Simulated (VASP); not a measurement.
Given:

```yaml
crystal:
  lattice:
    - [3.92633, 0.00000, 0.00000]
    - [0.00000, 3.92633, 0.00000]
    - [0.00000, 0.00000, 3.92633]
  atoms:
    - { symbol: Ti, position: [0.00000, 0.00000, 0.00000] }
    - { symbol: Pt, position: [0.00000, 0.50000, 0.50000] }
    - { symbol: Pt, position: [0.50000, 0.00000, 0.50000] }
    - { symbol: Pt, position: [0.50000, 0.50000, 0.00000] }
```

These are TPSS meta-GGA, VASP's PBE PAW potentials (set 64) (plane waves; VASP) values and carry that method's errors. Run with 520 eV cut-off, 9×9×9 Γ-centred mesh, tetrahedra with Blöchl corrections, potentials Ti_sv Pt.

Q: Give the energies of bands 11 to 24 at the high-symmetry points, in eV from the Fermi level.

A: 
```tsv
band	Γ	X	M	R
11	-6.61	-5.01	-4.79	-4.43
12	-3.59	-4.64	-4.79	-3.64
13	-3.59	-4.30	-4.29	-3.64
14	-3.59	-4.30	-4.29	-3.64
15	-1.73	-3.55	-4.11	-3.04
16	-1.73	-3.09	-3.19	-3.04
17	-0.60	-2.66	-3.12	-0.94
18	-0.02	-2.66	-3.12	-0.72
19	-0.02	-2.61	-2.45	-0.72
20	-0.02	-1.43	-2.33	-0.72
21	1.33	-0.24	-2.24	-0.51
22	1.33	-0.24	0.16	-0.51
23	1.59	-0.01	0.16	-0.51
24	1.59	0.44	0.35	1.12
```

It has no gap at this level: it comes out as a metal or semimetal.

The compound is Pt3Ti in the L1_2 structure. It was relaxed first.
